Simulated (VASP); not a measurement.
Output of a VASP run:

### OSZICAR
```
       N       E                     dE             d eps       ncg     rms          rms(c)
DAV:   1     0.238378386593E+03    0.23838E+03   -0.12864E+04   512   0.221E+03
DAV:   2     0.126120660325E+02   -0.22577E+03   -0.22045E+03   784   0.317E+02
DAV:   3    -0.298063462649E+02   -0.42418E+02   -0.37831E+02   704   0.147E+02
DAV:   4    -0.317444222776E+02   -0.19381E+01   -0.19380E+01   744   0.358E+01
DAV:   5    -0.318262133095E+02   -0.81791E-01   -0.81788E-01   848   0.648E+00    0.251E+01
DAV:   6    -0.315681780126E+02    0.25804E+00   -0.11781E+02   768   0.582E+01    0.372E+01
DAV:   7    -0.286433838605E+02    0.29248E+01   -0.27346E+02   896   0.135E+02    0.179E+01
DAV:   8    -0.280144634140E+02    0.62892E+00   -0.41539E+00   656   0.224E+01    0.130E+01
DAV:   9    -0.263880744648E+02    0.16264E+01   -0.61064E+00   768   0.201E+01    0.282E+00
DAV:  10    -0.262979485967E+02    0.90126E-01   -0.26878E-01   928   0.465E+00    0.212E+00
DAV:  11    -0.262418624989E+02    0.56086E-01   -0.63669E-02   744   0.247E+00    0.174E+00
DAV:  12    -0.261727358823E+02    0.69127E-01   -0.23028E-01   832   0.459E+00    0.725E-01
DAV:  13    -0.261738703751E+02   -0.11345E-02   -0.25442E-01   848   0.461E+00    0.105E+00
DAV:  14    -0.261651578181E+02    0.87126E-02   -0.13341E-01   808   0.323E+00    0.270E-01
DAV:  15    -0.261649957023E+02    0.16212E-03   -0.11757E-02   696   0.986E-01    0.148E-01
DAV:  16    -0.261648379895E+02    0.15771E-03   -0.39670E-03   784   0.605E-01    0.684E-02
DAV:  17    -0.261648460660E+02   -0.80765E-05   -0.16629E-03   760   0.375E-01    0.610E-02
DAV:  18    -0.261648208683E+02    0.25198E-04   -0.61525E-05   768   0.721E-02    0.434E-02
DAV:  19    -0.261647993014E+02    0.21567E-04   -0.10040E-04   824   0.835E-02    0.122E-02
DAV:  20    -0.261647954187E+02    0.38827E-05   -0.24658E-05   816   0.448E-02    0.160E-03
DAV:  21    -0.261647954514E+02   -0.32633E-07   -0.93201E-07   736   0.775E-03
   1 F= -.26164795E+02 E0= -.26164795E+02  d E =-.176006E-12
```

**OUTCAR**
```
------------------------ aborting loop because EDIFF is reached ----------------------------------------
  FORCE on cell =-STRESS in cart. coord.  units (eV):
  Direction    XX          YY          ZZ          XY          YZ          ZX
  --------------------------------------------------------------------------------------
  Total       -2.4576278     -2.4576278     -2.4576278      0.0000000     -0.0000000      0.0000000
  in kB      -90.9992664    -90.9992664    -90.9992664      0.0000000     -0.0000000      0.0000000
  external PRESSURE =     -90.9992664 kB  Pullay stress =       0.0000000 kB
  volume of cell :       43.27
      direct lattice vectors                 reciprocal lattice vectors
     0.000000000  2.786460794  2.786460794    -0.179439094  0.179439094  0.179439094
     2.786460794  0.000000000  2.786460794     0.179439094 -0.179439094  0.179439094
     2.786460794  2.786460794  0.000000000     0.179439094  0.179439094 -0.179439094
 POSITION                                       TOTAL-FORCE (eV/Angst)
 -----------------------------------------------------------------------------------
      0.00000      0.00000      0.00000         0.000000      0.000000      0.000000
      1.39323      1.39323      1.39323        -0.000000     -0.000000     -0.000000
      4.17969      4.17969      4.17969         0.000000      0.000000      0.000000
 -----------------------------------------------------------------------------------
    total drift:                                0.000000     -0.000000      0.000000
  FREE ENERGIE OF THE ION-ELECTRON SYSTEM (eV)
  ---------------------------------------------------
  free  energy   TOTEN  =       -26.1647954514 eV

  energy  without entropy=      -26.1647954514  energy(sigma->0) =      -26.16479545
```
(Selected blocks of OUTCAR.)

**POSCAR**
```
CeO2
1
    0.0000000000     2.7864607937     2.7864607937
    2.7864607937     0.0000000000     2.7864607937
    2.7864607937     2.7864607937     0.0000000000
Ce O
1 2
Direct
  0.0000000000   0.0000000000   0.0000000000
  0.2500000000   0.2500000000   0.2500000000
  0.7500000000   0.7500000000   0.7500000000
```

### Question
Reconstruct the remaining input files.

### Answer
One answer among several that fit: the input of the run itself, PBE GGA, plane waves, VASP's PBE PAW potentials (set 64).

File KPOINTS:
```
Automatic mesh
0
Gamma
6 6 6
0 0 0
```

INCAR:
```
ALGO  =  Normal
EDIFF  =  1E-7
ENCUT  =  600
GGA  =  PE
ISIF  =  2
ISMEAR  =  0
LASPH  =  .True.
LCHARG  =  .False.
LMAXMIX  =  6
LREAL  =  .False.
LWAVE  =  .False.
NELM  =  100
PREC  =  Accurate
SIGMA  =  0.05
SYSTEM  =  CeO2
```

POTCAR, in this order: Ce O (PBE.64 set). Program: vasp_std.

The compound is CeO2 in the fluorite structure. This cell was strained or had an atom moved on purpose. The run is not spin-polarised, so no magnetic state was tried.
